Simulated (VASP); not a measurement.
Given:

```yaml
crystal:
  lattice:
    - [3.83607, 0.00000, 0.00000]
    - [0.00000, 3.83607, 0.00000]
    - [0.00000, 0.00000, 3.83607]
  atoms:
    - { symbol: Cu, position: [0.00000, 0.00000, 0.50000] }
    - { symbol: Cu, position: [0.50000, 0.00000, 0.00000] }
    - { symbol: Cu, position: [0.00000, 0.50000, 0.00000] }
    - { symbol: N, position: [0.00000, 0.00000, 0.00000] }
```

Method: PBE GGA, VASP's PBE PAW potentials (set 64) (plane waves; VASP 6.6.1). Run with 400 eV cut-off, 7×7×7 Γ-centred mesh, Gaussian smearing of 0.27 eV, potentials Cu N.

At this cut-off the stress carries a Pulay error, which pulls relaxed volumes low.

Problem. Estimate the energy per atom (σ→0), pressure.

Solution. 
The energy per atom (σ→0) is -4.600 eV/atom and the pressure is -2.01 GPa.

Only differences to runs with the same potentials and settings are physical.

The structure comes from a computed database's Cu3N entry; how it stands against other phases isn't given here. The cell was not relaxed at this level.
